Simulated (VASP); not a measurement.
Computed with PBE GGA with D4 dispersion, VASP's PBE PAW potentials (set 64) (plane waves; VASP).

A VASP calculation is set up with these files.

POSCAR:
```
BaTiO3
1
    4.0519309175     0.0000000000     0.0000000000
    0.0000000000     4.0519309175     0.0000000000
    0.0000000000     0.0000000000     4.0519309175
Ba Ti O
1 1 3
Direct
  0.0000000000   0.0000000000   0.0000000000
  0.5000000000   0.5000000000   0.5000000000
  0.5000000000   0.0000000000   0.5000000000
  0.0000000000   0.5000000000   0.5000000000
  0.5000000000   0.5000000000   0.0000000000
```

File KPOINTS:
```
K-points
0
gamma
 6 6 6
0 0 0
```

### INCAR
```
! general
SYSTEM  = BaTiO3
PREC    = Accurate
ENCUT   = 520
LREAL   = .FALSE.
LASPH   = .TRUE.

! electronic loop
EDIFF   = 1E-7
NELM    = 100
ALGO    = Normal
LMAXMIX = 4

! smearing
ISMEAR  = 0
SIGMA   = 0.05

! functional
GGA     = PE
IVDW    = 13

! ions
ISIF    = 2

! output
LWAVE   = .FALSE.
LCHARG  = .FALSE.
```

POTCAR, in this order: Ba_sv Ti_sv O (PBE.64 set). Program: vasp_std.

What VASP printed:

File OSZICAR:
```
       N       E                     dE             d eps       ncg     rms          rms(c)
DAV:   1     0.460589418247E+03    0.46059E+03   -0.21244E+04   960   0.180E+03
DAV:   2    -0.167583430888E+01   -0.46227E+03   -0.45599E+03  1184   0.492E+02
DAV:   3    -0.489808729419E+02   -0.47305E+02   -0.47254E+02  1432   0.148E+02
DAV:   4    -0.510727470896E+02   -0.20919E+01   -0.20908E+01  1360   0.283E+01
DAV:   5    -0.511545472283E+02   -0.81800E-01   -0.81797E-01  1368   0.407E+00    0.226E+01
DAV:   6    -0.402534943195E+02    0.10901E+02   -0.76973E+01  1440   0.751E+01    0.102E+01
DAV:   7    -0.401846649554E+02    0.68829E-01   -0.13034E+01  1248   0.260E+01    0.616E+00
DAV:   8    -0.399670906311E+02    0.21757E+00   -0.10214E+00  1240   0.940E+00    0.285E+00
DAV:   9    -0.399990025183E+02   -0.31912E-01   -0.31725E-01  1312   0.446E+00    0.139E+00
DAV:  10    -0.399810778322E+02    0.17925E-01   -0.13776E-01  1272   0.383E+00    0.367E-01
DAV:  11    -0.399800262140E+02    0.10516E-02   -0.86073E-03  1192   0.610E-01    0.924E-02
DAV:  12    -0.399802840806E+02   -0.25787E-03   -0.19169E-03  1336   0.334E-01    0.131E-01
DAV:  13    -0.399800153815E+02    0.26870E-03   -0.13990E-03  1192   0.348E-01    0.105E-02
DAV:  14    -0.399800172371E+02   -0.18556E-05   -0.35015E-05  1136   0.539E-02    0.442E-03
DAV:  15    -0.399800178220E+02   -0.58496E-06   -0.26941E-06  1232   0.143E-02    0.381E-03
DAV:  16    -0.399800176157E+02    0.20639E-06   -0.92865E-07  1256   0.893E-03    0.479E-04
DAV:  17    -0.399800175995E+02    0.16186E-07   -0.24859E-08   536   0.144E-03
   1 F= -.41016189E+02 E0= -.41016189E+02  d E =-.515166E-15
```

File OUTCAR:
```
------------------------ aborting loop because EDIFF is reached ----------------------------------------
  Edisp (eV):   -1.03617
  FORCE on cell =-STRESS in cart. coord.  units (eV):
  Direction    XX          YY          ZZ          XY          YZ          ZX
  --------------------------------------------------------------------------------------
  Total      -2.00086    -2.00086    -2.00086    -0.00000     0.00000    -0.00000
  in kB     -48.18816   -48.18816   -48.18816    -0.00000     0.00000    -0.00000
  external pressure =      -48.19 kB  Pullay stress =        0.00 kB
  volume of cell :       66.53
      direct lattice vectors                 reciprocal lattice vectors
     4.051930918  0.000000000  0.000000000     0.246795915  0.000000000  0.000000000
     0.000000000  4.051930918  0.000000000     0.000000000  0.246795915  0.000000000
     0.000000000  0.000000000  4.051930918     0.000000000  0.000000000  0.246795915
 POSITION                                       TOTAL-FORCE (eV/Angst)
 -----------------------------------------------------------------------------------
      0.00000      0.00000      0.00000         0.000000      0.000000      0.000000
      2.02597      2.02597      2.02597         0.000000      0.000000      0.000000
      2.02597      0.00000      2.02597         0.000000      0.000000      0.000000
      0.00000      2.02597      2.02597         0.000000      0.000000      0.000000
      2.02597      2.02597      0.00000         0.000000      0.000000      0.000000
 -----------------------------------------------------------------------------------
    total drift:                                0.000000      0.000000     -0.000000
  FREE ENERGIE OF THE ION-ELECTRON SYSTEM (eV)
  ---------------------------------------------------
  free  energy   TOTEN  =       -41.0161890093 eV

  energy  without entropy=      -41.0161890093  energy(sigma->0) =      -41.01618901
```
(Selected blocks of OUTCAR.)

The compound is BaTiO3 in the cubic perovskite structure, the ideal cubic form; the compound distorts at low or room temperature. This cell is one point of a volume scan, at 1.03 of the reference volume.
